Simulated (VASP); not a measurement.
All values below come from LDA (Ceperley-Alder, Perdew-Zunger), VASP's LDA PAW potentials (set 64) (plane waves; VASP 6.6.1).

Input for VASP

**INCAR**
```
! general
SYSTEM   =  FeP2
PREC     =  Accurate
ENCUT    =  400
LREAL    =  F
LASPH    =  T

! electronic loop
EDIFF    =  1E-6
NELM     =  100
ALGO     =  Normal
LMAXMIX  =  4

! smearing
ISMEAR   =  0
SIGMA    =  0.05

! ions
IBRION   =  2
NSW      =  60
ISIF     =  3
EDIFFG   =  -0.02

! output
LWAVE    =  F
LCHARG   =  F
```

File POSCAR:
```
FeP2
1
    4.8880844040    -0.0000000000     0.0000000000
   -0.0000000000     5.5389987153     0.0000000000
    0.0000000000     0.0000000000     2.6725253677
Fe P
2 4
Direct
  0.5000000000   0.5000000000   0.5000000000
  1.0000000000   1.0000000000   0.0000000000
  0.3280809811   0.8667587885   0.5000000000
  0.6719190189   0.1332412115   0.5000000000
  0.8280809811   0.6332412115   0.0000000000
  0.1719190189   0.3667587885   1.0000000000
```

KPOINTS:
```
Automatic mesh
0
Gamma
4 4 7
0 0 0
```

POTCAR, in this order: Fe P (LDA.64 set). Program: vasp_std.

The run wrote:

OSZICAR:
```
       N       E                     dE             d eps       ncg     rms          rms(c)
DAV:   1     0.240403616418E+03    0.24040E+03   -0.13409E+04  1584   0.140E+03
DAV:   2    -0.217955306776E+02   -0.26220E+03   -0.25547E+03  1584   0.358E+02
DAV:   3    -0.501174941650E+02   -0.28322E+02   -0.27752E+02  2340   0.119E+02
DAV:   4    -0.510922172431E+02   -0.97472E+00   -0.97276E+00  2330   0.245E+01
DAV:   5    -0.511110552588E+02   -0.18838E-01   -0.18833E-01  2252   0.330E+00    0.270E+01
DAV:   6    -0.599986405049E+02   -0.88876E+01   -0.13148E+02  2370   0.168E+02    0.341E+01
DAV:   7    -0.472134178429E+02    0.12785E+02   -0.77573E+01  2328   0.158E+02    0.999E+00
DAV:   8    -0.473686559200E+02   -0.15524E+00   -0.54262E+00  1770   0.155E+01    0.463E+00
DAV:   9    -0.471706317874E+02    0.19802E+00   -0.80055E-01  2502   0.133E+01    0.192E+00
DAV:  10    -0.471612161802E+02    0.94156E-02   -0.93791E-02  2526   0.270E+00    0.103E+00
DAV:  11    -0.471587269608E+02    0.24892E-02   -0.55820E-03  1960   0.629E-01    0.498E-01
DAV:  12    -0.471581277784E+02    0.59918E-03   -0.12671E-03  2550   0.313E-01    0.305E-01
DAV:  13    -0.471578820736E+02    0.24570E-03   -0.49943E-04  2514   0.253E-01    0.151E-01
DAV:  14    -0.471578343091E+02    0.47764E-04   -0.14364E-04  2546   0.898E-02    0.129E-02
DAV:  15    -0.471578346426E+02   -0.33347E-06   -0.41201E-06  1742   0.211E-02
   1 F= -.47157835E+02 E0= -.47157835E+02  d E =-.471578E+02
       N       E                     dE             d eps       ncg     rms          rms(c)
DAV:   1    -0.471597061126E+02   -0.18718E-02   -0.61310E-02  1846   0.244E+00    0.341E-01
DAV:   2    -0.471610076760E+02   -0.13016E-02   -0.31428E-02  2426   0.291E+00    0.477E-01
DAV:   3    -0.471581819602E+02    0.28257E-02   -0.18176E-02  2386   0.216E+00    0.125E-01
DAV:   4    -0.471579053044E+02    0.27666E-03   -0.11636E-03  2484   0.370E-01    0.310E-02
DAV:   5    -0.471579073836E+02   -0.20792E-05   -0.83927E-05  2296   0.900E-02    0.110E-02
DAV:   6    -0.471579066903E+02    0.69331E-06   -0.34399E-06  1592   0.273E-02
   2 F= -.47157907E+02 E0= -.47157907E+02  d E =-.720477E-04
       N       E                     dE             d eps       ncg     rms          rms(c)
DAV:   1    -0.471584463061E+02   -0.53892E-03   -0.13169E-02  1834   0.114E+00    0.157E-01
DAV:   2    -0.471586986614E+02   -0.25236E-03   -0.64041E-03  2414   0.131E+00    0.215E-01
DAV:   3    -0.471581237343E+02    0.57493E-03   -0.37597E-03  2358   0.987E-01    0.587E-02
DAV:   4    -0.471580628504E+02    0.60884E-04   -0.25815E-04  2496   0.178E-01    0.140E-02
DAV:   5    -0.471580634293E+02   -0.57888E-06   -0.17527E-05  2218   0.402E-02    0.519E-03
DAV:   6    -0.471580632742E+02    0.15510E-06   -0.58270E-07  1080   0.118E-02
   3 F= -.47158063E+02 E0= -.47158063E+02  d E =-.228632E-03
```

File OUTCAR:
```
------------------------ aborting loop because EDIFF is reached ----------------------------------------
  FORCE on cell =-STRESS in cart. coord.  units (eV):
  Direction    XX          YY          ZZ          XY          YZ          ZX
  --------------------------------------------------------------------------------------
  Total       -0.0244446     -0.0621799     -0.1169149      0.0000000      0.0000000      0.0000000
  in kB       -0.5407802     -1.3755883     -2.5864733      0.0000000      0.0000000      0.0000000
  external PRESSURE =      -1.5009472 kB  Pullay stress =       0.0000000 kB
  volume of cell :       72.42
      direct lattice vectors                 reciprocal lattice vectors
     4.890321620 -0.000000000  0.000000000     0.204485528  0.000000000  0.000000000
    -0.000000000  5.545305636  0.000000000     0.000000000  0.180332711  0.000000000
     0.000000000  0.000000000  2.670603178     0.000000000  0.000000000  0.374447244
 POSITION                                       TOTAL-FORCE (eV/Angst)
 -----------------------------------------------------------------------------------
      2.44516      2.77265      1.33530        -0.000000      0.000000      0.000000
     -0.00000      0.00000      0.00000        -0.000000      0.000000      0.000000
      1.60444      4.80660      1.33530         0.006418      0.000436      0.000000
      3.28588      0.73871      1.33530        -0.006418     -0.000436     -0.000000
      4.04960      3.51136      0.00000         0.006418     -0.000436     -0.000000
      0.84072      2.03395      0.00000        -0.006418      0.000436      0.000000
 -----------------------------------------------------------------------------------
    total drift:                               -0.000000     -0.000000     -0.000000
  FREE ENERGIE OF THE ION-ELECTRON SYSTEM (eV)
  ---------------------------------------------------
  free  energy   TOTEN  =       -47.1580632742 eV

  energy  without entropy=      -47.1580632738  energy(sigma->0) =      -47.15806327

 reached required accuracy - stopping structural energy minimisation
```
(Selected blocks of OUTCAR.)

**CONTCAR**
```
FeP2
   1.00000000000000
     4.8903216198290860   -0.0000000000000000    0.0000000000000000
    -0.0000000000000000    5.5453056364566438    0.0000000000000000
     0.0000000000000000    0.0000000000000000    2.6706031778792343
  Fe              P
     2     4
Direct
     0.5000000000000000    0.5000000000000000    0.5000000000000000
     0.0000000000000000    0.0000000000000000    0.0000000000000000
     0.3280847021341241    0.8667870972090050    0.5000000000000000
     0.6719152978658758    0.1332129027909950    0.5000000000000000
     0.8280847021341242    0.6332129027909950    0.0000000000000000
     0.1719152978658759    0.3667870972090050    0.0000000000000000
```

The structure comes from a computed database's FeP2 entry (Pnnm); how it stands against other phases isn't given here. This run relaxes it. Symmetry was kept, so distortions that lower it aren't found. The start is the result of an earlier pass. The run is not spin-polarised, so no magnetic state was tried.
